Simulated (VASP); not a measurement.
Input:

```
MgSn
1.0
    3.43429     0.00000     0.00000
   -1.71714     2.97418     0.00000
    0.00000     0.00000     4.66497
Mg Sn
1 1
Direct
  0.00000   0.00000   0.00000
  0.66667   0.33333   0.50000
```

Level of theory: PBEsol GGA, VASP's PBE PAW potentials (set 64) (plane waves; VASP). Settings: 400 eV cut-off, 14×14×9 Γ-centred mesh, tetrahedra with Blöchl corrections, potentials Mg Sn_d.

Unless said otherwise, spin-orbit coupling is left out, though it shifts the bands of the heavy elements here.

Question: Predict the energy per atom (σ→0), band gap (on the k-mesh) with the smallest direct gap where there is one.

Answer: 
The band gap (on the k-mesh) comes out as none (metal, semimetal or under 0.01 eV) and the energy per atom (σ→0) is -3.086 eV/atom.

Total energies compare only between runs with the same potentials, cut-off and functional.

The structure comes from a computed database's MgSn entry (P-6m2); how it stands against other phases isn't given here. It was relaxed first.
